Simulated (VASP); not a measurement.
Data:

```
CuI
1.0
    3.92877     0.00000     0.00000
   -1.96438     3.40241     0.00000
    0.00000     0.00000     3.69219
Cu I
1 1
Direct
  0.00000   0.00000   0.00000
  0.66667   0.33333   0.50000
```

Computed with r2SCAN meta-GGA, VASP's PBE PAW potentials (set 64) (plane waves; VASP). Numerical set-up: 400 eV cut-off, 9×9×8 Γ-centred mesh, tetrahedra with Blöchl corrections, potentials Cu I.

**Question.** Give the energies of bands 2 to 12 at the high-symmetry points, in eV from the Fermi level.

**Answer.** 
```json
[
 {"band": "2", "Γ": "-2.90", "M": "-6.23", "K": "-5.71", "A": "-6.70", "L": "-5.38", "H": "-5.19"},
 {"band": "3", "Γ": "-2.90", "M": "-3.06", "K": "-4.82", "A": "-2.54", "L": "-5.03", "H": "-4.49"},
 {"band": "4", "Γ": "-2.29", "M": "-2.80", "K": "-2.79", "A": "-2.54", "L": "-3.31", "H": "-4.33"},
 {"band": "5", "Γ": "-2.10", "M": "-2.06", "K": "-1.83", "A": "-1.90", "L": "-1.68", "H": "-1.80"},
 {"band": "6", "Γ": "-1.73", "M": "-1.76", "K": "-1.79", "A": "-1.90", "L": "-1.67", "H": "-1.55"},
 {"band": "7", "Γ": "-1.73", "M": "-1.58", "K": "-1.68", "A": "-1.53", "L": "-1.53", "H": "-1.55"},
 {"band": "8", "Γ": "-0.67", "M": "-1.57", "K": "-1.67", "A": "-0.47", "L": "-1.39", "H": "-1.30"},
 {"band": "9", "Γ": "-0.67", "M": "-0.17", "K": "0.03", "A": "-0.47", "L": "-0.26", "H": "-0.65"},
 {"band": "10", "Γ": "0.77", "M": "2.33", "K": "5.20", "A": "4.78", "L": "-0.10", "H": "0.19"},
 {"band": "11", "Γ": "5.72", "M": "5.72", "K": "5.57", "A": "5.29", "L": "4.72", "H": "1.92"},
 {"band": "12", "Γ": "6.07", "M": "6.82", "K": "6.90", "A": "7.55", "L": "5.09", "H": "7.93"}
]
```

It has no gap at this level: it comes out as a metal or semimetal.

The structure was generated: CuI was put into the WC type (P-6m2), which need not be its known phase. It was relaxed first, which changed the volume by +9 %.
